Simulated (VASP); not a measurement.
Write the native input for VASP 6.6.1 that does the following.

```
Task                   : single point
Functional             : PBE
Potentials or basis    : VASP PAW PBE potentials, release 64 (Si, B)
Cutoff                 : 520 eV
k mesh                 : 8 × 8 × 3
Occupations            : gaussian, width 0.15 eV
Spin                   : no spin polarisation
Further INCAR settings : PREC = Normal; LREAL = Auto; ALGO = Fast; EDIFF = 1e-05
```

The structure of SiB lies in POSCAR:

```
SiB
1.0
    3.4077140000      0.0000000000      0.0000000000
   -1.7038570000      2.9511670000      0.0000000000
    0.0000000000      0.0000000000      9.4996200000
Si B
4 4
Direct
    0.0000000000      0.0000000000      0.1438910000
    0.0000000000      0.0000000000      0.8561090000
    0.3333330000      0.6666670000      0.3437060000
    0.3333330000      0.6666670000      0.6562940000
    0.6666670000      0.3333330000      0.4094840000
    0.6666670000      0.3333330000      0.5905160000
    0.3333330000      0.6666670000      0.1014820000
    0.3333330000      0.6666670000      0.8985180000
```

The cell was built by a generator and needn't be a form met in nature.

One way to write it, as run:

INCAR

```
PREC = Normal
ENCUT = 520
EDIFF = 1E-5
ISMEAR = 0
SIGMA = 0.15
LREAL = Auto
LASPH = T
NELM = 80
ALGO = Fast
ISIF = 2
LWAVE = F
LCHARG = F
GGA = PE
```

KPOINTS

```
regular mesh
0
Gamma
  8 8 3
```

Potentials or basis: VASP PAW PBE potentials, release 64 (Si, B).

Launch:

```sh
$ cat potpaw_PBE.64/Si/POTCAR potpaw_PBE.64/B/POTCAR > POTCAR
$ mpirun -np 1 vasp_std > vasp.out
```

Results of the run:

```
Pressure               : 0.0 GPa
Largest force          : 0.055 eV/Å
Band gap on the k mesh : none (metal or under the smearing width)
```

Wall time 19 s on 1 thread of Intel(R) Xeon(R) Platinum 8488C (Sapphire Rapids) (shared host), peak memory 0.16 GiB.
